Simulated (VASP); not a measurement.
Method: PBE GGA with D3 dispersion (zero damping), VASP's PBE PAW potentials (set 64) (plane waves; VASP).

The input files of a VASP run:

**KPOINTS**
```
K-points
0
G
9 9 7
```

### INCAR
```
SYSTEM = PtSe2
PREC = Accurate
ENCUT = 520
EDIFF = 1E-7
NELM = 100
ALGO = Normal
LREAL = .FALSE.
LASPH = .TRUE.
ISMEAR = 1
SIGMA = 0.1
GGA = PE
IVDW = 11
LMAXMIX = 6
LWAVE = .FALSE.
LCHARG = .FALSE.
ISIF = 4
IBRION = 2
NSW = 30
EDIFFG = -0.01
```

### POSCAR
```
PtSe2
1.0
  1.9140053212  -3.3151547204   0.0000000000
  1.9140053212   3.3151547204   0.0000000000
  0.0000000000   0.0000000000   4.7962551496
Pt Se
1 2
Cartesian
  0.0000000000   0.0000000000   0.0000000000
  1.9140053212   1.1050537836   1.2849449685
  1.9140053212  -1.1050537836   3.5113101811
```

POTCAR, in this order: Pt Se (PBE.64 set). Program: vasp_std.

The resulting files:

OSZICAR:
```
       N       E                     dE             d eps       ncg     rms          rms(c)
DAV:   1     0.114214363149E+03    0.11421E+03   -0.10255E+04  2094   0.129E+03
DAV:   2    -0.100431388928E+02   -0.12426E+03   -0.12156E+03  2680   0.233E+02
DAV:   3    -0.148811595485E+02   -0.48380E+01   -0.47963E+01  2497   0.494E+01
DAV:   4    -0.149171144666E+02   -0.35955E-01   -0.35949E-01  2525   0.471E+00
DAV:   5    -0.149175110215E+02   -0.39655E-03   -0.39655E-03  2533   0.461E-01    0.115E+01
DAV:   6    -0.144455658415E+02    0.47195E+00   -0.52266E+00  2091   0.219E+01    0.753E+00
DAV:   7    -0.142189034172E+02    0.22666E+00   -0.98972E-01  2098   0.106E+01    0.354E+00
DAV:   8    -0.142055876117E+02    0.13316E-01   -0.78177E-02  2133   0.196E+00    0.884E-01
DAV:   9    -0.142019345812E+02    0.36530E-02   -0.11204E-02  2357   0.111E+00    0.202E-01
DAV:  10    -0.142020436072E+02   -0.10903E-03   -0.17587E-03  2287   0.281E-01    0.381E-02
DAV:  11    -0.142020465152E+02   -0.29081E-05   -0.39614E-05  2581   0.491E-02    0.272E-02
DAV:  12    -0.142020492726E+02   -0.27574E-05   -0.53644E-06  2267   0.174E-02    0.107E-02
DAV:  13    -0.142020501016E+02   -0.82900E-06   -0.27544E-06  2385   0.111E-02    0.147E-03
DAV:  14    -0.142020501111E+02   -0.94878E-08   -0.98818E-08  1924   0.247E-03
   1 F= -.15379276E+02 E0= -.15379304E+02  d E =-.153793E+02
       N       E                     dE             d eps       ncg     rms          rms(c)
DAV:   1    -0.142152749641E+02   -0.13225E-01   -0.64044E-01  2070   0.523E+00    0.427E-01
DAV:   2    -0.142149632598E+02    0.31170E-03   -0.23799E-02  2385   0.107E+00    0.192E-01
DAV:   3    -0.142143533873E+02    0.60987E-03   -0.13190E-03  2414   0.284E-01    0.870E-02
DAV:   4    -0.142143017535E+02    0.51634E-04   -0.33306E-04  2351   0.138E-01    0.306E-02
DAV:   5    -0.142143000837E+02    0.16698E-05   -0.36411E-05  2182   0.569E-02    0.183E-02
DAV:   6    -0.142143017213E+02   -0.16376E-05   -0.71944E-06  2511   0.204E-02    0.438E-03
DAV:   7    -0.142143018255E+02   -0.10421E-06   -0.43821E-07  2287   0.526E-03    0.159E-03
DAV:   8    -0.142143019040E+02   -0.78461E-07   -0.33572E-08  1273   0.157E-03
   2 F= -.15387077E+02 E0= -.15387171E+02  d E =-.780099E-02
       N       E                     dE             d eps       ncg     rms          rms(c)
DAV:   1    -0.142246989386E+02   -0.10397E-01   -0.89867E-01  2070   0.619E+00    0.519E-01
DAV:   2    -0.142241595300E+02    0.53941E-03   -0.33509E-02  2385   0.129E+00    0.233E-01
DAV:   3    -0.142233151013E+02    0.84443E-03   -0.18628E-03  2431   0.350E-01    0.110E-01
DAV:   4    -0.142232220389E+02    0.93062E-04   -0.54658E-04  2345   0.179E-01    0.379E-02
DAV:   5    -0.142232194305E+02    0.26084E-05   -0.60153E-05  2210   0.721E-02    0.216E-02
DAV:   6    -0.142232216204E+02   -0.21899E-05   -0.10691E-05  2504   0.243E-02    0.527E-03
DAV:   7    -0.142232217650E+02   -0.14455E-06   -0.71484E-07  2364   0.649E-03    0.192E-03
DAV:   8    -0.142232218671E+02   -0.10212E-06   -0.44868E-08  1364   0.188E-03    0.728E-04
DAV:   9    -0.142232218536E+02    0.13535E-07   -0.94915E-09  1056   0.832E-04
   3 F= -.15390765E+02 E0= -.15390905E+02  d E =-.114886E-01
       N       E                     dE             d eps       ncg     rms          rms(c)
DAV:   1    -0.142238199580E+02   -0.59809E-03   -0.10015E-02  2070   0.651E-01    0.553E-02
DAV:   2    -0.142238135677E+02    0.63903E-05   -0.37643E-04  2378   0.138E-01    0.248E-02
DAV:   3    -0.142238049299E+02    0.86378E-05   -0.21515E-05  2447   0.381E-02    0.120E-02
DAV:   4    -0.142238043661E+02    0.56385E-06   -0.64107E-06  2301   0.194E-02    0.409E-03
DAV:   5    -0.142238044646E+02   -0.98546E-07   -0.70601E-07  2196   0.775E-03
   4 F= -.15390800E+02 E0= -.15390941E+02  d E =-.115240E-01
       N       E                     dE             d eps       ncg     rms          rms(c)
DAV:   1    -0.142247224653E+02   -0.91810E-03   -0.20669E-02  2084   0.104E+00    0.902E-02
DAV:   2    -0.142244540357E+02    0.26843E-03   -0.84955E-04  2266   0.240E-01    0.521E-02
DAV:   3    -0.142244035817E+02    0.50454E-04   -0.17277E-04  2364   0.124E-01    0.257E-02
DAV:   4    -0.142243891173E+02    0.14464E-04   -0.47965E-05  2343   0.532E-02    0.104E-02
DAV:   5    -0.142243889730E+02    0.14430E-06   -0.49364E-06  2301   0.163E-02    0.403E-03
DAV:   6    -0.142243889791E+02   -0.60923E-08   -0.36385E-07  2378   0.529E-03
   5 F= -.15390969E+02 E0= -.15391118E+02  d E =-.168970E-03
```

OUTCAR:
```
------------------------ aborting loop because EDIFF is reached ----------------------------------------
 Edisp (eV)   -1.16658
  FORCE on cell =-STRESS in cart. coord.  units (eV):
  Direction    XX          YY          ZZ          XY          YZ          ZX
  --------------------------------------------------------------------------------------
  Total      -0.53909    -0.53909    -0.49859    -0.00000    -0.00000     0.00000
  in kB     -14.19031   -14.19032   -13.12422    -0.00000    -0.00000     0.00000
  external pressure =      -13.83 kB  Pullay stress =        0.00 kB
  volume of cell :       60.87
      direct lattice vectors                 reciprocal lattice vectors
     1.899610713 -3.290222492 -0.000000000     0.263211824 -0.151965407  0.000000000
     1.899610713  3.290222492  0.000000000     0.263211824  0.151965407  0.000000000
    -0.000000000  0.000000000  4.869219408     0.000000000 -0.000000000  0.205371727
 POSITION                                       TOTAL-FORCE (eV/Angst)
 -----------------------------------------------------------------------------------
      0.00000     -0.00000     -0.00000         0.000000     -0.000000      0.000000
      1.89961      1.09674      1.27614        -0.000000      0.000000      0.008756
      1.89961     -1.09674      3.59308         0.000000     -0.000000     -0.008756
 -----------------------------------------------------------------------------------
    total drift:                                0.000000     -0.000000      0.000000
  FREE ENERGIE OF THE ION-ELECTRON SYSTEM (eV)
  ---------------------------------------------------
  free  energy   TOTEN  =       -15.3909689388 eV

  energy  without entropy=      -15.3914150949  energy(sigma->0) =      -15.39111766

 reached required accuracy - stopping structural energy minimisation
```
(Selected blocks of OUTCAR.)

### CONTCAR
```
PtSe2
   1.00000000000000
     1.8996107130290536   -3.2902224917033589   -0.0000000000000000
     1.8996107130290536    3.2902224917033589    0.0000000000000000
    -0.0000000000000000    0.0000000000000000    4.8692194076514959
  Pt              Se
     1     2
Direct
     0.0000000000000000    0.0000000000000000    0.0000000000000000
     0.3333330000000032    0.6666669999999968    0.2620836449777049
     0.6666669999999968    0.3333330000000032    0.7379163550222951
```

The compound is PtSe2 in the 1T layered structure. This cell is one point of a volume scan, at 1.03 of the reference volume. Symmetry was kept, so distortions that lower it aren't found.
